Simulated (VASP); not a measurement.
```yaml
crystal:
  lattice:
    - [0.00000, 2.73321, 2.73321]
    - [2.73321, 0.00000, 2.73321]
    - [2.73321, 2.73321, 0.00000]
  atoms:
    - { symbol: Ge, position: [0.00000, 0.00000, 0.00000] }
    - { symbol: Zr, position: [0.50000, 0.50000, 0.50000] }
```

All values below come from r2SCAN meta-GGA, VASP's PBE PAW potentials (set 64) (plane waves; VASP). Settings: 400 eV cut-off, 13×13×13 Γ-centred mesh, tetrahedra with Blöchl corrections, potentials Ge_d Zr_sv.

Question: Give the energies of bands 11 to 16 at the high-symmetry points, in eV from the Fermi level.

Answer: 
```json
[
 {"band": "11", "Γ": "0.31", "X": "-3.08", "U": "-3.12", "L": "-5.12", "W": "-2.77"},
 {"band": "12", "Γ": "0.31", "X": "-1.59", "U": "-2.96", "L": "-2.39", "W": "-2.77"},
 {"band": "13", "Γ": "0.31", "X": "0.12", "U": "-1.43", "L": "-2.39", "W": "-2.48"},
 {"band": "14", "Γ": "0.92", "X": "0.12", "U": "0.94", "L": "2.56", "W": "2.49"},
 {"band": "15", "Γ": "0.92", "X": "1.93", "U": "2.82", "L": "2.56", "W": "2.49"},
 {"band": "16", "Γ": "2.27", "X": "3.29", "U": "3.65", "L": "3.52", "W": "3.27"}
]
```

It has no gap at this level: it comes out as a metal or semimetal.

The structure was generated: ZrGe was put into the rocksalt type (Fm-3m), which need not be its known phase. It was relaxed first, which changed the volume by -21 %.
